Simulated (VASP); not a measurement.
Data:

```yaml
crystal:
  lattice:
    - [1.85768, -3.21760, 0.00000]
    - [1.85768, 3.21760, 0.00000]
    - [0.00000, 0.00000, 6.09741]
  atoms:
    - { symbol: Zn, position: [0.66667, 0.33333, 0.50042] }
    - { symbol: Zn, position: [0.33333, 0.66667, 0.00042] }
    - { symbol: S, position: [0.66667, 0.33333, 0.87458] }
    - { symbol: S, position: [0.33333, 0.66667, 0.37458] }
```

Calculation: PBEsol GGA, VASP's PBE PAW potentials (set 64) (plane waves; VASP). Run with 500 eV cut-off, 7×7×4 Γ-centred mesh, Gaussian smearing of 0.050 eV, potentials Zn S.

Task: Predict the energy per atom (σ→0), pressure.

Result: 
```yaml
energy per atom (σ→0): -3.776 eV/atom
pressure: 4.95 GPa
```

The absolute energy has meaning only against runs of the same code, potentials and settings.

The compound is ZnS in the wurtzite structure, the high-temperature form. It was relaxed first under an external pressure of 5 GPa.
